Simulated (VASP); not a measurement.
CuI (relaxed from the zinc blende structure, space group F-43m): computed properties

The numbers are results of r2SCAN meta-GGA, VASP's PBE PAW potentials (set 64) (plane waves; VASP 6.6.1), not measurements.

```yaml
space_group: F-43m (216)
cell: a = b = c = 6.0126 Å, α = β = γ = 90.00°
volume_per_atom: 27.17 Å³/atom
band gap (over mesh and band path): 1.69 eV
smallest direct gap (over mesh and band path): 1.69 eV
band_edge_character: direct, Γ to Γ
density: 5.82 g/cm³
```

Space group F-43m (No. 216); a = b = c = 6.013 Å, α = β = γ = 90.00°

```json
[
 {"atom": "Cu", "site": "4a", "symmetry": "-43m", "x": "0.0000", "y": "0.0000", "z": "0.0000"},
 {"atom": "I", "site": "4d", "symmetry": "-43m", "x": "0.7500", "y": "0.7500", "z": "0.7500"}
]
```
(The calculation used a cell of 2 atoms; values per cell refer to that cell.)

Unless said otherwise, spin-orbit coupling is left out, though it shifts the bands of the heavy elements here.

The structure was generated: CuI was put into the zinc blende type (F-43m), which need not be its known phase. It was relaxed first, which changed the volume by -11 %. Symmetry was kept, so distortions that lower it aren't found.
